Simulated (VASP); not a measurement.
Data:

```xyz
2
Lattice="0.0000 2.2564 2.2564 2.2564 0.0000 2.2564 2.2564 2.2564 0.0000" Properties=species:S:1:pos:R:3 pbc="T T T"
Zr     0.0000     0.0000     0.0000
C      2.2564     2.2564     2.2564
```

Computed with PBEsol GGA, VASP's PBE PAW potentials (set 64) (plane waves; VASP). Numerical set-up: 620 eV cut-off, 14×14×14 Γ-centred mesh, first-order Methfessel-Paxton smearing of 0.10 eV, potentials Zr_sv C.

Q: Predict the energy per atom (σ→0), pressure, band gap (on the k-mesh) with the smallest direct gap where there is one.

A: 
The band gap (on the k-mesh) is none (metal, semimetal or under 0.01 eV), the energy per atom (σ→0) is -10.179 eV/atom and the pressure comes out as 30.00 GPa.

Total energies compare only between runs with the same potentials, cut-off and functional.

The compound is ZrC in the rock salt structure. It was relaxed first under an external pressure of 30 GPa.
